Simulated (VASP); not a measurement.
Input of a VASP 6.6.1 run:

The input INCAR:

```
SYSTEM = Nb
PREC = Accurate ; ENCUT = 600
EDIFF = 1E-6 ; ISMEAR = 1
SIGMA = 0.1 ; LREAL = .FALSE.
LASPH = .TRUE. ; NELM = 120
ALGO = Normal ; ISIF = 3
LWAVE = .FALSE. ; LCHARG = .FALSE.
GGA = PS ; IBRION = 2
NSW = 40 ; EDIFFG = -0.005
```

KPOINTS

```
regular mesh
0
G
  18 18 18
  0 0 0
```

POSCAR

```
Nb
1.0
   -1.6350000000      1.6350000000      1.6350000000
    1.6350000000     -1.6350000000      1.6350000000
    1.6350000000      1.6350000000     -1.6350000000
Nb
1
Direct
    0.0000000000      0.0000000000      0.0000000000
```

Potentials or basis: VASP PAW PBE potentials, release 64 (Nb_sv).

The run is started by

```sh
$ cat potpaw_PBE.64/Nb_sv/POTCAR > POTCAR
$ mpirun -np 1 vasp_std > vasp.out
```

Q: What does it give for the space group after relaxing (to 0.05 Å)?

A: Im-3m (No. 229).

Q: What does it give for the relaxed volume?

A: 17.49 Å³/atom.

Final structure:
```
Nb
1.0
    -1.63521    1.63521    1.63521
     1.63521   -1.63521    1.63521
     1.63521    1.63521   -1.63521
Nb
1
Cartesian
  0.0000 0.0000 0.0000
```

Caveat: the PAW data sets were made with another functional, which shifts forces and pressure a little.
